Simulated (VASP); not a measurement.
Computed with PBE GGA, VASP's PBE PAW potentials (set 64) (plane waves; VASP).

Input for VASP

**KPOINTS**
```
kpoints
0
gamma
 6 6 6
0 0 0
```

File POSCAR:
```
KTaO3
4.0288810
  0.9999998809   0.0000000000   0.0000000000
  0.0000000000   0.9999998809   0.0000000000
  0.0000000000   0.0000000000   0.9999998809
K Ta O
1 1 3
direct
  0.0000000000   0.0000000000   0.0000000000
  0.5000000000   0.5000000000   0.5000000000
  0.5000000000   0.0000000000   0.5000000000
  0.0000000000   0.5000000000   0.5000000000
  0.5000000000   0.5000000000   0.0000000000
```

**INCAR**
```
SYSTEM=KTaO3
PREC=Accurate; ENCUT=520; LREAL=.False.
LASPH=.True.
EDIFF=1E-7; NELM=100; ALGO=Normal
LMAXMIX=6
ISMEAR=-5
GGA=PE
ISIF=2
LWAVE=.False.; LCHARG=.True.; LORBIT=11
NEDOS=601
LEFG=.True.
```

POTCAR, in this order: K_sv Ta_pv O (PBE.64 set). Program: vasp_std.

The resulting files:

### OSZICAR
```
       N       E                     dE             d eps       ncg     rms          rms(c)
DAV:   1     0.336423406820E+03    0.33642E+03   -0.21978E+04   920   0.168E+03
DAV:   2    -0.312911290595E+02   -0.36771E+03   -0.36046E+03  1127   0.447E+02
DAV:   3    -0.493215504143E+02   -0.18030E+02   -0.17989E+02  1181   0.986E+01
DAV:   4    -0.497511871555E+02   -0.42964E+00   -0.42941E+00  1590   0.131E+01
DAV:   5    -0.497536574238E+02   -0.24703E-02   -0.24701E-02  1172   0.963E-01    0.339E+01
DAV:   6    -0.412689568528E+02    0.84847E+01   -0.44617E+01  1116   0.461E+01    0.134E+01
DAV:   7    -0.411233639509E+02    0.14559E+00   -0.25070E+00  1182   0.104E+01    0.873E+00
DAV:   8    -0.410757951416E+02    0.47569E-01   -0.43214E-01  1192   0.559E+00    0.146E+00
DAV:   9    -0.410675930745E+02    0.82021E-02   -0.34217E-02  1258   0.130E+00    0.261E-01
DAV:  10    -0.410669272167E+02    0.66586E-03   -0.85664E-03  1251   0.684E-01    0.444E-02
DAV:  11    -0.410669978472E+02   -0.70630E-04   -0.38680E-04  1298   0.157E-01    0.368E-02
DAV:  12    -0.410670298196E+02   -0.31972E-04   -0.43372E-05  1356   0.516E-02    0.615E-03
DAV:  13    -0.410670301522E+02   -0.33266E-06   -0.35648E-06  1211   0.134E-02    0.334E-03
DAV:  14    -0.410670299782E+02    0.17407E-06   -0.38382E-07  1115   0.443E-03    0.763E-04
DAV:  15    -0.410670300172E+02   -0.39074E-07   -0.24211E-08   782   0.146E-03
   1 F= -.41067030E+02 E0= -.41067030E+02  d E =0.000000E+00
```

OUTCAR:
```
------------------------ aborting loop because EDIFF is reached ----------------------------------------
  FORCE on cell =-STRESS in cart. coord.  units (eV):
  Direction    XX          YY          ZZ          XY          YZ          ZX
  --------------------------------------------------------------------------------------
  Total       -0.0210167     -0.0210167     -0.0210167      0.0000000      0.0000000     -0.0000000
  in kB       -0.5148982     -0.5148982     -0.5148982      0.0000000      0.0000000     -0.0000000
  external PRESSURE =      -0.5148982 kB  Pullay stress =       0.0000000 kB
  volume of cell :       65.40
      direct lattice vectors                 reciprocal lattice vectors
     4.028880520  0.000000000  0.000000000     0.248207907  0.000000000  0.000000000
     0.000000000  4.028880520  0.000000000     0.000000000  0.248207907  0.000000000
     0.000000000  0.000000000  4.028880520     0.000000000  0.000000000  0.248207907
 POSITION                                       TOTAL-FORCE (eV/Angst)
 -----------------------------------------------------------------------------------
      0.00000      0.00000      0.00000         0.000000      0.000000      0.000000
      2.01444      2.01444      2.01444         0.000000      0.000000      0.000000
      2.01444      0.00000      2.01444         0.000000      0.000000      0.000000
      0.00000      2.01444      2.01444         0.000000      0.000000      0.000000
      2.01444      2.01444      0.00000         0.000000      0.000000      0.000000
 -----------------------------------------------------------------------------------
    total drift:                                0.000000      0.000000     -0.000000
  FREE ENERGIE OF THE ION-ELECTRON SYSTEM (eV)
  ---------------------------------------------------
  free  energy   TOTEN  =       -41.0670300172 eV

  energy  without entropy=      -41.0670300172  energy(sigma->0) =      -41.06703002

 total charge

# of ion       s       p       d       tot
------------------------------------------
    1        1.961   5.603   0.045   7.609
    2        0.337   6.332   2.014   8.683
    3        1.561   3.505   0.000   5.066
    4        1.561   3.505   0.000   5.066
    5        1.561   3.505   0.000   5.066
--------------------------------------------------
tot          6.980  22.450   2.058  31.489

 Electric field gradients after diagonalization (V/A^2)
 (convention: |V_zz| > |V_xx| > |V_yy|)
----------------------------------------------------------------------
 ion       V_xx      V_yy      V_zz     asymmetry (V_yy - V_xx)/ V_zz
----------------------------------------------------------------------
   1      -0.000    -0.000    -0.000      -0.075
   2      -0.000    -0.000    -0.000      -0.436
   3     -12.221   -12.221    24.441       0.000
   4     -12.221   -12.221    24.441       0.000
   5     -12.221   -12.221    24.441       0.000
```
(Selected blocks of OUTCAR.)

The compound is KTaO3 in the cubic perovskite structure. It was relaxed first.
